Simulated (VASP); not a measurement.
Output of a VASP run:

File OSZICAR:
```
       N       E                     dE             d eps       ncg     rms          rms(c)
DAV:   1     0.348101567859E+03    0.34810E+03   -0.18514E+04  1448   0.137E+03
DAV:   2    -0.186540188149E+02   -0.36676E+03   -0.36288E+03  1470   0.420E+02
DAV:   3    -0.343360077511E+02   -0.15682E+02   -0.15196E+02  1662   0.834E+01
DAV:   4    -0.346882015010E+02   -0.35219E+00   -0.35177E+00  1613   0.138E+01
DAV:   5    -0.346959167835E+02   -0.77153E-02   -0.77126E-02  1769   0.168E+00    0.225E+01
DAV:   6    -0.335333236046E+02    0.11626E+01   -0.45483E+00  1595   0.142E+01    0.746E+00
DAV:   7    -0.332757944298E+02    0.25753E+00   -0.90398E-01  1556   0.446E+00    0.290E+00
DAV:   8    -0.332420137060E+02    0.33781E-01   -0.13712E-01  1529   0.227E+00    0.537E-01
DAV:   9    -0.332394938099E+02    0.25199E-02   -0.68215E-03  1693   0.589E-01    0.241E-01
DAV:  10    -0.332391982375E+02    0.29557E-03   -0.65690E-04  1528   0.228E-01    0.752E-02
DAV:  11    -0.332391915457E+02    0.66918E-05   -0.82889E-05  1739   0.682E-02    0.138E-02
DAV:  12    -0.332391904682E+02    0.10775E-05   -0.10524E-05  1620   0.235E-02    0.517E-03
DAV:  13    -0.332391897002E+02    0.76800E-06   -0.66982E-07   889   0.564E-03
   1 F= -.33239190E+02 E0= -.33237493E+02  d E =-.332392E+02
```

OUTCAR:
```
------------------------ aborting loop because EDIFF is reached ----------------------------------------
  FORCE on cell =-STRESS in cart. coord.  units (eV):
  Direction    XX          YY          ZZ          XY          YZ          ZX
  --------------------------------------------------------------------------------------
  Total        0.0043911      0.0043911     -0.0075706      0.0000000      0.0000000      0.0000000
  in kB        0.0886356      0.0886356     -0.1528155      0.0000000      0.0000000      0.0000000
  external PRESSURE =       0.0081519 kB  Pullay stress =       0.0000000 kB
  volume of cell :       79.37
      direct lattice vectors                 reciprocal lattice vectors
     3.092426598  0.000000000  0.000000000     0.323370650  0.186698128  0.000000000
    -1.546213299  2.678120056  0.000000000     0.000000000  0.373396255  0.000000000
     0.000000000  0.000000000  9.583975327     0.000000000  0.000000000  0.104340836
 POSITION                                       TOTAL-FORCE (eV/Angst)
 -----------------------------------------------------------------------------------
     -0.00000      1.78541      0.44820        -0.000000      0.000000     -0.000394
      1.54621      0.89271      5.24019         0.000000     -0.000000     -0.000394
     -0.00000      1.78541      3.14579        -0.000000      0.000000      0.000394
      1.54621      0.89271      7.93778         0.000000     -0.000000      0.000394
 -----------------------------------------------------------------------------------
    total drift:                               -0.001851      0.001069     -0.002044
  FREE ENERGIE OF THE ION-ELECTRON SYSTEM (eV)
  ---------------------------------------------------
  free  energy   TOTEN  =       -33.2391897002 eV

  energy  without entropy=      -33.2341008860  energy(sigma->0) =      -33.23749343

 reached required accuracy - stopping structural energy minimisation
```
(Selected blocks of OUTCAR.)

**POSCAR**
```
WSb
1
    3.0924265980     0.0000000000     0.0000000000
   -1.5462132990     2.6781200559     0.0000000000
   -0.0000000000    -0.0000000000     9.5839753271
W Sb
2 2
Direct
  0.3333330000   0.6666670000   0.0467654045
  0.6666670000   0.3333330000   0.5467654045
  0.3333330000   0.6666670000   0.3282345955
  0.6666670000   0.3333330000   0.8282345955
```

Task: Reconstruct the remaining input files.

Result: One answer among several that fit: the input of the run itself, PBEsol GGA, plane waves, VASP's PBE PAW potentials (set 64).

File KPOINTS:
```
Automatic mesh
0
Gamma
10 10 3
0 0 0
```

### INCAR
```
SYSTEM = WSb
PREC = Accurate
ENCUT = 400
EDIFF = 1E-6
NELM = 100
ALGO = Normal
LREAL = .FALSE.
LASPH = .TRUE.
ISMEAR = 1
SIGMA = 0.1
GGA = PS
LMAXMIX = 6
LWAVE = .FALSE.
LCHARG = .FALSE.
IBRION = 2
ISIF = 3
NSW = 60
EDIFFG = -0.02
```

POTCAR, in this order: W_sv Sb (PBE.64 set). Program: vasp_std.

The structure was generated: WSb was put into the wurtzite type (P6_3mc), which need not be its known phase. It was relaxed first, which changed the volume by -53 %. The start is the result of an earlier pass.
